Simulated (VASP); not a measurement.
Output of a VASP run:

### OSZICAR
```
       N       E                     dE             d eps       ncg     rms          rms(c)
DAV:   1     0.378513641656E+02    0.37851E+02   -0.76385E+03  6360   0.101E+03
DAV:   2    -0.721041270854E+01   -0.45062E+02   -0.44059E+02  7034   0.230E+02
DAV:   3    -0.908673709636E+01   -0.18763E+01   -0.18044E+01  8741   0.290E+01
DAV:   4    -0.912665454630E+01   -0.39917E-01   -0.39690E-01  7575   0.428E+00
DAV:   5    -0.912781547338E+01   -0.11609E-02   -0.11627E-02  9623   0.554E-01    0.227E+01
DAV:   6    -0.911217048839E+01    0.15645E-01   -0.51007E-02  7734   0.155E+00    0.132E+01
DAV:   7    -0.912126741933E+01   -0.90969E-02   -0.71276E-02  8093   0.185E+00    0.363E-01
DAV:   8    -0.912018998439E+01    0.10774E-02   -0.55361E-03  7654   0.521E-01    0.549E-02
DAV:   9    -0.912020119702E+01   -0.11213E-04   -0.14699E-04  8457   0.994E-02    0.347E-02
DAV:  10    -0.912020546560E+01   -0.42686E-05   -0.55773E-06  8819   0.189E-02    0.142E-02
DAV:  11    -0.912020411816E+01    0.13474E-05   -0.15446E-06  7869   0.981E-03    0.511E-03
DAV:  12    -0.912020411715E+01    0.10045E-08   -0.20782E-07  5900   0.353E-03
   1 F= -.91202041E+01 E0= -.91202041E+01  d E =0.000000E+00
```

### OUTCAR
```
------------------------ aborting loop because EDIFF is reached ----------------------------------------
  FORCE on cell =-STRESS in cart. coord.  units (eV):
  Direction    XX          YY          ZZ          XY          YZ          ZX
  --------------------------------------------------------------------------------------
  Total        0.0048751      0.0048751      0.0005397      0.0000000      0.0000000      0.0000000
  in kB        0.1293595      0.1293595      0.0143199      0.0000000      0.0000000      0.0000000
  external PRESSURE =       0.0910130 kB  Pullay stress =       0.0000000 kB
  volume of cell :       60.38
      direct lattice vectors                 reciprocal lattice vectors
    -3.013283758  3.013283758  1.662491246     0.000000000  0.165931933  0.300753463
     3.013283758 -3.013283758  1.662491246     0.165931933  0.000000000  0.300753463
     3.013283758  3.013283758 -1.662491246     0.165931933  0.165931933  0.000000000
 POSITION                                       TOTAL-FORCE (eV/Angst)
 -----------------------------------------------------------------------------------
      0.00000      3.01328      0.83125        -0.000000     -0.000000      0.000000
      0.00000      0.00000      0.00000         0.000000      0.000000     -0.000000
 -----------------------------------------------------------------------------------
    total drift:                                0.000000     -0.000000      0.000000
  FREE ENERGIE OF THE ION-ELECTRON SYSTEM (eV)
  ---------------------------------------------------
  free  energy   TOTEN  =        -9.1202041172 eV

  energy  without entropy=       -9.1202041172  energy(sigma->0) =       -9.12020412

 total charge

# of ion       s       p       d       tot
------------------------------------------
    1        0.400   6.282   1.265   7.947
    2        0.400   6.282   1.265   7.947
--------------------------------------------------
tot          0.801  12.564   2.529  15.894
```
(Selected blocks of OUTCAR.)

POSCAR:
```
Tb
1
   -3.0132837576     3.0132837576     1.6624912463
    3.0132837576    -3.0132837576     1.6624912463
    3.0132837576     3.0132837576    -1.6624912463
Tb
2
Direct
  0.7500000000   0.2500000000   0.5000000000
  0.0000000000   0.0000000000   0.0000000000
```

### Question
Write an INCAR and KPOINTS that could have produced this output.

### Answer
This is not unique; one that fits is the input of the run itself, PBEsol GGA, plane waves, VASP's PBE PAW potentials (set 64).

INCAR:
```
LASPH  =  .True.   ! aspherical one-centre terms
ALGO  =  Normal   ! blocked Davidson
LWAVE  =  .False.
ENCUT  =  400   ! plane-wave cut-off (eV)
LREAL  =  .False.   ! projection in real space or not
EDIFF  =  1E-7   ! SCF stop (eV)
NEDOS  =  601
LORBIT  =  11
ISMEAR  =  -5   ! tetrahedra, Bloechl
GGA  =  PS
ISIF  =  2   ! forces and stress, cell fixed
NELM  =  100   ! most electronic steps
LMAXMIX  =  6
LCHARG  =  .True.
PREC  =  Accurate
SYSTEM  =  Tb
```

**KPOINTS**
```
Automatic mesh
0
Gamma
14 14 14
0 0 0
```

POTCAR, in this order: Tb_3 (PBE.64 set). Program: vasp_std.

The 4f electrons are frozen in the core of the lanthanide potential, so 4f levels, which can set the real gap, and their magnetism are missing. For a metal the tetrahedron method with Blöchl corrections gives inexact stress and forces.

The structure was generated: Tb was put into the beta-Sn type (I4_1/amd), which need not be its known phase. It was relaxed first, which changed the volume by -10 %.
